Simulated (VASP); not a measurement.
LaPRuO: relaxation of cell and atoms with r2SCAN

LaPRuO:

```
CELL_PARAMETERS angstrom
4.04800 0.00000 0.00000
0.00000 4.04800 0.00000
0.00000 0.00000 8.41000
ATOMIC_POSITIONS crystal
La 0.00000 0.50000 0.84906
La 0.50000 0.00000 0.15094
P 0.50000 0.00000 0.64705
P 0.00000 0.50000 0.35295
Ru 0.00000 0.00000 0.50000
Ru 0.50000 0.50000 0.50000
O 0.50000 0.50000 0.00000
O 0.00000 0.00000 0.00000
```

The cell was built by a generator and needn't be a form met in nature.

| Property | Result |
| --- | --- |
| Program | VASP 6.6.1 |
| Task | relaxation of cell and atoms |
| Functional | r2SCAN |
| Potentials or basis | VASP PAW PBE potentials, release 64 (La, P, Ru_pv, O) |
| Cutoff | 600 eV |
| k mesh | 8 × 8 × 4 |
| Occupations | gaussian, width 0.03 eV |
| Spin | no spin polarisation |
| Further INCAR settings | ALGO = Normal; EDIFF = 1e-06; IBRION = 2; EDIFFG = -0.01; NSW = 90; ISIF = 3 |

```yaml
Relaxed_volume: 17.36 Å³/atom
Relaxed_cell: a = 4.043 Å, b = 4.043 Å, c = 8.496 Å, α = 90.00°, β = 90.00°, γ = 90.00°
Space_group_after_relaxing_to_0.05_Å: P4/nmm (No. 129)
Energy_gained_by_relaxing: 26.7 meV/atom
Ionic_steps: 11
Pressure_after_relaxing: 0.0 GPa
Largest_force_after_relaxing: 0.006 eV/Å
Band_gap_on_the_k_mesh: none (metal or under the smearing width)
```

Forces on the atoms (eV/Å):
```
La   0.000  0.000  0.006
La   0.000  0.000 -0.006
P    0.000  0.000  0.001
P    0.000  0.000 -0.001
Ru   0.000  0.000  0.000
Ru   0.000  0.000  0.000
O    0.000  0.000  0.000
O    0.000  0.000  0.000
```

The path:
```
step  energy change (eV)  largest force (eV/Å)  pressure (GPa)  volume (Å³)
   1              0.0000                1.4511           -3.04       137.81
   2             -0.0265                0.7261            8.62       131.38
   3             -0.1263                0.6526            2.73       134.32
   4             -0.2050                0.2029            0.59       137.71
   5             -0.2081                0.1777            0.14       138.51
   6             -0.2082                0.1859            0.09       138.59
   7             -0.2125                0.0342           -0.16       138.90
   8             -0.2129                0.0627           -0.27       139.02
   9             -0.2128                0.0666            0.52       138.50
  10             -0.2134                0.0320            0.10       138.78
  11             -0.2136                0.0060            0.03       138.90
```

Final structure:
```
La P Ru O
1.0
     4.04328    0.00000    0.00000
     0.00000    4.04328    0.00000
     0.00000    0.00000    8.49607
La P Ru O
2 2 2 2
Direct
  0.00000 0.50000 0.85521
  0.50000 0.00000 0.14479
  0.50000 0.00000 0.63464
  0.00000 0.50000 0.36536
  0.00000 0.00000 0.50000
  0.50000 0.50000 0.50000
  0.50000 0.50000 0.00000
  0.00000 0.00000 0.00000
```

Levels at points of the mesh, in eV from the Fermi level:
| k point | band 33 | band 34 | band 35 | band 36 | band 37 | band 38 | band 39 | band 40 |
| --- | --- | --- | --- | --- | --- | --- | --- | --- |
| (0.00, 0.00, 0.00) | -0.30 | -0.06 | 0.38 | 0.38 | 1.60 | 1.66 | 2.70 | 2.91 |
| (0.50, 0.00, 0.00) | -2.13 | -2.13 | -0.88 | -0.88 | 1.87 | 1.87 | 2.10 | 2.10 |
| (0.50, 0.50, 0.00) | -1.98 | -1.98 | -0.73 | -0.73 | -0.73 | -0.73 | 1.82 | 1.82 |
| (0.00, 0.00, 0.50) | -0.30 | 0.12 | 0.37 | 0.37 | 1.33 | 1.60 | 2.14 | 3.20 |
| (0.50, 0.00, 0.50) | -2.09 | -2.09 | -0.95 | -0.95 | 2.05 | 2.05 | 2.24 | 2.24 |
| (0.50, 0.50, 0.50) | -2.10 | -2.10 | -0.74 | -0.74 | -0.73 | -0.73 | 1.82 | 1.82 |

Run time: 66 min on 2 MPI ranks on Intel(R) Xeon(R) Platinum 8259CL CPU @ 2.50GHz (Skylake/Cascade Lake), with other jobs on the host, peak memory 0.52 GiB a rank.

Caveat: the PAW data sets were made with another functional, which shifts forces and pressure a little. The run has no spin-orbit coupling, so splittings on La are missing.
